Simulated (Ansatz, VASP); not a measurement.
**KMgF3: VASP beside Ansatz**

Aim: how closely do two programs agree when they are given the same cell, functional and k mesh? The cell is taken from a series of runs on this material, whose earlier steps may have relaxed, scaled, displaced or heated it; both programs get it as it stands.

Calculated with Ansatz 0.2.0; plane waves, with VASP 6.6.1 beside it; relaxation of cell and atoms at RPBE.

### Step 1. The starting structure

The structure is cubic, space group Pm-3m (No. 221). The conventional cell has a = 4.137 Å, b = 4.137 Å, c = 4.137 Å, α = 90.00°, β = 90.00°, γ = 90.00°. Nearest to K lie 12 F at 2.93 Å. Mg has 6 F at 2.07 Å nearest. Nearest to F lie 2 Mg at 2.07 Å and 4 K at 2.93 Å. Farther neighbours and most contacts between anions are not listed.

Coordinates:

```cif
data_structure
_symmetry_space_group_name_H-M 'Pm-3m'
_symmetry_Int_Tables_number 221
_cell_length_a 4.1369
_cell_length_b 4.1369
_cell_length_c 4.1369
_cell_angle_alpha 90.000
_cell_angle_beta 90.000
_cell_angle_gamma 90.000
_cell_volume 70.80
loop_
_atom_site_label
_atom_site_type_symbol
_atom_site_symmetry_multiplicity
_atom_site_Wyckoff_symbol
_atom_site_fract_x
_atom_site_fract_y
_atom_site_fract_z
_atom_site_occupancy
K1 K 1 a 0.00000 0.00000 0.00000 1
Mg1 Mg 1 b 0.50000 0.50000 0.50000 1
F1 F 3 c 0.00000 0.50000 0.50000 1
```

### Step 2. Ansatz: relaxation of cell and atoms, RPBE

Ansatz runs on its default PAW (the set named soft_2) files.

The relaxed volume is the usual yardstick between codes: in a stiff, nearly cubic crystal its relative difference is about their pressure difference at one cell divided by the bulk modulus.

File input.yaml:

```yaml
crystal:
  lattice:
    - [4.1369485982, 0.0, 0.0]
    - [0.0, 4.1369485982, 0.0]
    - [0.0, 0.0, 4.1369485982]
  atoms:
    - { symbol: K, position: [0.5, 0.5, 0.5] }
    - { symbol: Mg, position: [0.0, 0.0, 0.0] }
    - { symbol: F, position: [0.5, 0.0, 0.0] }
    - { symbol: F, position: [0.0, 0.5, 0.0] }
    - { symbol: F, position: [0.0, 0.0, 0.5] }
kpoints:
  mp_grid: { grid: [6, 6, 6] }
hamiltonian:
  xc: rpbe
scf:
  occupations: { method: fixed }
output:
  forces: true
  stress: true
  eigenvalues: true
relax:
  adjacent_minimum: "off"
  f_tol: 0.001
  max_steps: 60
  cell: { stress_tol: 0.01 }
```

Command:

```console
$ ansatz run input.yaml --threads 8 --pin off --max-ram 14336MiB --backend cpu --events-out ev --progress --plain --runs-dir out
```

Numbers of over 12 decimals in the logs are rounded to 6 here.

The program printed:

```text
Engine: ansatz 0.2.0, x86_64-unknown-linux-gnu
Pseudopotentials: kind: paw
Pseudopotential: K, paw, valence charge 9, recommended cutoff 420 eV (normal), K.paw.azcp
Pseudopotential: Mg, paw, valence charge 10, recommended cutoff 420 eV (normal), Mg.paw.azcp
Pseudopotential: F, paw, valence charge 7, recommended cutoff 420 eV (normal), F.paw.azcp
Functional definition: RPBE
  parameter kappa = 0.804
  parameter beta = 0.066725
  exchange = rpbe_x(kappa = kappa, mu = beta*pi^2/3)
  correlation = pbe_c(beta = beta)
Crystal: 5 atoms, lattice volume = 70.801 Å³
Basis set: ecut = 420 eV, 1357 PW (Γ), exchange–correlation on 60×60×60 points (8 copies of the dense FFT grid, shifted against one another)
Bands: 25, of which v1, the nominal top of the filled ones, is band 20 counted from 1 (19 counted from 0)
Symmetry: 48 space group operations
Space group: Pm-3m (ITA 221), of the structure as read, at distance tolerance 4.1e-5 Å
k-points: 20 of 216
Non-local potential: K, projectors of the file, l = 0: 3, l = 1: 2, l = 2: 2
Non-local potential: Mg, projectors of the file, l = 0: 3, l = 1: 2, l = 2: 1
Non-local potential: F, projectors of the file, l = 0: 2, l = 1: 2, l = 2: 1
PAW form: soft (Blöchl's): semilocal exchange-correlation on the pseudo side does not see the compensation charge
PAW frozen core: K, regenerated for the run's functional, and the local potential with it (the file was generated under x = pbe(κ = 0.804, μ = 0.219515), c = pbe(β = 0.066725))
PAW frozen core: Mg, regenerated for the run's functional, and the local potential with it (the file was generated under x = pbe(κ = 0.804, μ = 0.219515), c = pbe(β = 0.066725))
PAW frozen core: F, regenerated for the run's functional, and the local potential with it (the file was generated under x = pbe(κ = 0.804, μ = 0.219515), c = pbe(β = 0.066725))
PAW one-centre angular grid: K, 110 points (default); XC on 64 Gauss nodes
PAW one-centre angular grid: Mg, 110 points (default); XC on 64 Gauss nodes
PAW one-centre angular grid: F, 110 points (default); XC on 64 Gauss nodes
Initial density: superposition of atomic densities (neutral atoms: chi_scale 0, normalization atom), corrected by the library's trained network
Initial wavefunctions: pseudopotential atomic-orbital guess
Functional: x = rpbe, c = pbe(β = 0.066725)
SCF iter   1: F=—  HF=-5907.881769 eV  |F-HF|=—  |Δ(HF+E_count)|=         —  Δρ=5.90e-3  dr2=2.15e-2  ethr=1.77e-3  ⟨swp⟩=4.4  Hψ=2104  notcnv=0  defer=33
preconditioner: auto → Resta (q_TF=auto, 2.481 Å⁻¹)  ε∞=2.9  [insulator: Δε(μ)=6.913 eV  Ē_g=17.673 eV  n_scr=18 (ndim 8)  ℏωp=24.2 eV  f_vac=0.044  ε∞_Penn≈2.9]
SCF iter   2: F=—  HF=-5907.876613 eV  |F-HF|=—  |Δ(HF+E_count)|=   5.16e-3  Δρ=2.53e-3  dr2=1.68e-3  ethr=5.38e-5  ⟨swp⟩=2.1  Hψ=1028  notcnv=0  defer=54
SCF iter   3: F=—  HF=-5907.876832 eV  |F-HF|=—  |Δ(HF+E_count)|=   2.19e-4  Δρ=1.13e-3  dr2=5.91e-4  ethr=4.21e-6  ⟨swp⟩=2.8  Hψ=748  notcnv=0  defer=54
SCF iter   4: F=—  HF=-5907.877052 eV  |F-HF|=—  |Δ(HF+E_count)|=   2.20e-4  Δρ=1.22e-4  dr2=5.62e-6  ethr=1.48e-6  ⟨swp⟩=2.0  Hψ=706  notcnv=0  defer=54
SCF iter   5: F=—  HF=-5907.877712 eV  |F-HF|=—  |Δ(HF+E_count)|=   6.60e-4  Δρ=5.09e-5  dr2=1.04e-6  ethr=1.41e-8  ⟨swp⟩=2.0  Hψ=924  notcnv=0  defer=44
SCF iter   6: F=-5907.877715 eV  HF=-5907.877715 eV  |F-HF|=1.70e-7  |Δ(HF+E_count)|=   2.74e-6  Δρ=8.65e-6  dr2=2.82e-8  ethr=2.50e-10  ⟨swp⟩=8.2  Hψ=3085  notcnv=0
SCF 1 converged in 6 iterations: F = -5907.877715 eV  dr2 = 2.82e-8
  greatest PAW one-centre occupation: 1.000 electrons in one spin orbital (limit 2), on the Mg atom at site 1 (counted from 0), in its partial waves of l = 0
relax step   1: F+E_penalty+E_count = -5907.87771488 eV  Δ(F+E_penalty+E_count) = +0.000e0 eV  max|allowed force component| = 1.040e-29 eV/Å  Δτ_max = 0.0000 Å  P = +0.027 GPa  Ω = 70.801 Å³  (6 SCF iters, dr2 threshold 1.00e-7 eV, accepted)
[...]
relax step   2: F+E_penalty+E_count = -5907.87767705 eV  Δ(F+E_penalty+E_count) = +3.783e-5 eV  max|allowed force component| = 2.662e-30 eV/Å  Δτ_max = 0.0000 Å  P = +0.013 GPa  Ω = 70.817 Å³  energy of the carried Pulay correction = -3.990e-5 eV  (6 SCF iters, dr2 threshold 1.89e-9 eV, accepted)
[...]
relax step   3: F+E_penalty+E_count = -5907.87764270 eV  Δ(F+E_penalty+E_count) = +3.435e-5 eV  max|allowed force component| = 7.179e-30 eV/Å  Δτ_max = 0.0000 Å  P = +0.000 GPa  Ω = 70.832 Å³  energy of the carried Pulay correction = -7.482e-5 eV  (7 SCF iters, dr2 threshold 4.12e-10 eV, accepted)
[...]
relax step   4: F+E_penalty+E_count = -5907.87764270 eV  Δ(F+E_penalty+E_count) = -2.728e-11 eV  max|allowed force component| = 5.561e-30 eV/Å  Δτ_max = 0.0000 Å  P = +0.002 GPa  Ω = 70.832 Å³  stress off target by 2.35e-3 GPa  SCF on the basis re-selected at this cell (its energy is not comparable with the rows above)  (10 SCF iters)
basis re-selected at this cell: Δ(F+E_penalty+E_count) = -2.728e-11 eV, ΔP = +0.002 GPa vs the last step (what re-selecting the basis moved, of the pressure what is left beyond the Pulay correction that the steps carried, after the strain that the cell walked since its last selection, with what the two solves' SCF thresholds leave and, on support functions, any second-order correction that the steps lacked; it is no  [...]
SCF converged after 10 iterations
Free energy (F): -5907.877643 eV
Harris-Foulkes:  -5907.877643 eV  (|F-HF|=2.73e-12)
Internal energy: -5907.877643 eV  (E = F + TS)
E sigma→0 (E₀):  -5907.877643 eV
Fermi energy:    2.064762 eV
--- Per-component energies (eV) ---
  E_band       = -536.414745
  E_kinetic    = 955.498586
  E_local      = -3888.883863  (includes V_loc(G=0)·N_el)
  E_nonlocal   = 323.553078
  E_hartree    = 1419.893049
  E_xc         = -409.142752
  E_vxc        = -513.948996  (∫ρ·V_xc dr)
  E_paw        = -1686.769838  (= ΣΔE_a)
  E_vpaw       = -252.425951  (= ΣTr[D̂ρ^β])
  E_aug_tail   = 0.006289  (compensation charges beyond the density's cutoff)
  E_ewald      = -2621.888917
  E_core_change = -0.143275  (= ΣΔE_core)
  E_smearing   = -0.000000  (= −TS)
  E_closure    = -0.000000  (closes the sum)
  Σ components = -5907.877643   (vs F -5907.877643, Δ=0.00e0)
--- Forces (eV/Å), atoms counted from 1 ---
  atom   1  K     -0.00000000    -0.00000000    -0.00000000
  atom   2  Mg    -0.00000000     0.00000000     0.00000000
  atom   3  F      0.00000000    -0.00000000     0.00000000
  atom   4  F     -0.00000000     0.00000000     0.00000000
  atom   5  F      0.00000000     0.00000000     0.00000000
  max |Σ_I F_I| component: 3.75e-30 eV/Å
--- Stress (GPa, compression-positive) ---
        0.002352       0.000000       0.000000
        0.000000       0.002352       0.000000
        0.000000       0.000000       0.002352
  P = ⅓ Tr σ = 0.0024 GPa (0.024 kbar)
--- Band table (eV; the first three rows and the last of 20) ---
  k-point 0: bands = [... 16 lower, 1.5500, 1.7536, 1.7536, 1.7536, 8.9085, 12.1962, 12.1962, 14.0930, ... 1 higher]
  k-point 1: bands = [... 16 lower, 1.5050, 1.5428, 1.7132, 1.7132, 9.3461, 12.3989, 12.4102, 14.1755, ... 1 higher]
  k-point 2: bands = [... 16 lower, 1.3999, 1.4129, 1.6413, 1.6413, 10.4437, 12.5707, 12.8285, 14.3385, ... 1 higher]
  k-point 19: bands = [... 16 lower, 1.0557, 2.0648, 2.0648, 2.0648, 12.2799, 12.2799, 12.2799, 15.4549, ... 1 higher]
--- Relaxed structure (3 steps of the walk, 3 accepted, 1 SCFs on fresh bases) ---
  F+E_penalty+E_count = -5907.87764270 eV   max|allowed force component| = 5.561e-30 eV/Å   (the final SCF, on the basis selected at the relaxed cell)
  cell:  # Å, volume = 70.8316 Å³
    - [4.137542, 0, 0.0]
    - [0, 4.137542, 0.0]
    - [0.0, 0.0, 4.137542]
  atoms:
    - { symbol: K, position: [0.5, 0.5, 0.5] }
    - { symbol: Mg, position: [0, 0, 0] }
    - { symbol: F, position: [0.5, 0, 0] }
    - { symbol: F, position: [0, 0.5, 0] }
    - { symbol: F, position: [0, 0, 0.5] }
```

[end of part 1 of 2]

[Lines on the potential files, build, host, timing and source positions are cut from VASP's logs without a mark.]

[Logs are printed without paths, hosts, clocks, repeated set-up lines and the standing remarks that a program may print on its own settings, such as how far it seeks lower states.]

[Hosts, paths, dates, database ids (printed as entryN), source tags and the programs' standing remarks are cut or masked in the printed files.]
